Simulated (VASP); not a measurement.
```
LiZn35O35
1.0
    4.93232    -8.54303     0.00000
    4.93232     8.54303     0.00000
    0.00000     0.00000    10.58478
Zn O Li
35 35 1
Direct
  0.22370   0.11113   0.25004
  0.11140   0.22277   0.00025
  0.22305   0.11176   0.75048
  0.10620   0.21799   0.49958
  0.21802   0.44252   0.24951
  0.11123   0.55531   0.00016
  0.22862   0.44775   0.74832
  0.10633   0.55493   0.49940
  0.22360   0.77925   0.25000
  0.11101   0.88886   0.00031
  0.22304   0.77794   0.75035
  0.11164   0.88920   0.50120
  0.55473   0.11077   0.25076
  0.44498   0.22303   0.00024
  0.55548   0.11109   0.75083
  0.44681   0.22700   0.50142
  0.55410   0.44439   0.25506
  0.44398   0.55538   0.00155
  0.55408   0.44625   0.74925
  0.55420   0.77672   0.25502
  0.44489   0.88864   0.00020
  0.55409   0.77468   0.74924
  0.44674   0.88658   0.50142
  0.88566   0.10857   0.24942
  0.77749   0.22211   0.00031
  0.88894   0.11127   0.75080
  0.77400   0.22046   0.50097
  0.88536   0.44388   0.24938
  0.77665   0.55552   0.99992
  0.88890   0.44441   0.75078
  0.77501   0.55517   0.50056
  0.88825   0.77758   0.25050
  0.77675   0.88799   0.00001
  0.88877   0.77776   0.75068
  0.77494   0.88675   0.50055
  0.22161   0.11341   0.44023
  0.11034   0.22217   0.19210
  0.22166   0.11146   0.94006
  0.11207   0.22414   0.68680
  0.11009   0.55489   0.19204
  0.22167   0.44421   0.93971
  0.11200   0.55467   0.68671
  0.22163   0.77501   0.44020
  0.11138   0.88908   0.19052
  0.22158   0.77685   0.93992
  0.11181   0.88928   0.69004
  0.55293   0.10987   0.44024
  0.44448   0.22286   0.18990
  0.55554   0.11112   0.94030
  0.44462   0.22224   0.69093
  0.55637   0.44505   0.44129
  0.43872   0.55283   0.19349
  0.55489   0.44496   0.94014
  0.44578   0.55634   0.68818
  0.55637   0.77819   0.44121
  0.44441   0.88850   0.18982
  0.55497   0.77672   0.94014
  0.44460   0.88916   0.69086
  0.88802   0.11167   0.43926
  0.77745   0.22214   0.19008
  0.88969   0.11139   0.94028
  0.77840   0.22259   0.68992
  0.88807   0.44324   0.43922
  0.77599   0.55556   0.18968
  0.88953   0.44499   0.94023
  0.77890   0.55574   0.69018
  0.89055   0.77874   0.44003
  0.77614   0.88747   0.18971
  0.88917   0.77797   0.94006
  0.77891   0.88999   0.69019
  0.48129   0.57391   0.51008
```
Cell charge -1.

Calculation: PBE GGA, VASP's PBE PAW potentials (set 64) (plane waves; VASP). Numerical set-up: PREC = Normal, LREAL = Auto, ISYM = 0, NELECT = 632.0, 400 eV cut-off, 1×1×1 Γ-centred mesh, Gaussian smearing of 0.050 eV, potentials Zn O Li. Starting moments (MAGMOM): 71*0.0282. The cell's moment is fixed (NUPDOWN = 2).

At this cut-off the stress carries a Pulay error, which pulls relaxed volumes low. The cell is charged, with a uniform compensating background.  The supercell is sampled at Γ alone, which is coarse: total energies, pressure and levels can be off, energies of defects by several tenths of an eV.

**Question.** Predict the cell moment, energy per atom (σ→0), pressure.

**Answer.** 
```json
{
  "cell_moment": "2.00 μB",
  "energy per atom (σ→0)": "-4.380 eV/atom",
  "pressure": "-2.52 GPa"
}
```

**Question.** Give the moment on each site (PAW-sphere projection).

**Answer.** 
```tsv
site	moment (μB)
Zn1	0.01
Zn2	0.01
Zn3	0.01
Zn4	0.07
Zn5	0.07
Zn6	0.01
Zn7	0.01
Zn8	0.07
Zn9	0.01
Zn10	0.01
Zn11	0.01
Zn12	0.01
Zn13	0.01
Zn14	0.01
Zn15	0.01
Zn16	0.01
Zn17	0.01
Zn18	0.01
Zn19	0.01
Zn20	0.01
Zn21	0.01
Zn22	0.01
Zn23	0.01
Zn24	0.01
Zn25	0.01
Zn26	0.01
Zn27	0.01
Zn28	0.01
Zn29	0.01
Zn30	0.01
Zn31	0.01
Zn32	0.01
Zn33	0.01
Zn34	0.01
Zn35	0.01
O36	0.01
O37	0.04
O38	0.01
O39	0.03
O40	0.04
O41	0.01
O42	0.03
O43	0.01
O44	0.01
O45	0.01
O46	0.01
O47	0.00
O48	0.00
O49	0.01
O50	0.01
O51	0.01
O52	0.03
O53	0.01
O54	0.02
O55	0.01
O56	0.00
O57	0.01
O58	0.01
O59	0.03
O60	0.01
O61	0.01
O62	0.01
O63	0.03
O64	0.01
O65	0.01
O66	0.01
O67	0.00
O68	0.01
O69	0.01
O70	0.01
Li71	0.01
```

Total energies compare only between runs with the same potentials, cut-off and functional.

The cell is a supercell with a defect, built from ZnO (wurtzite): Li_Zn-vac_O, charge -1.
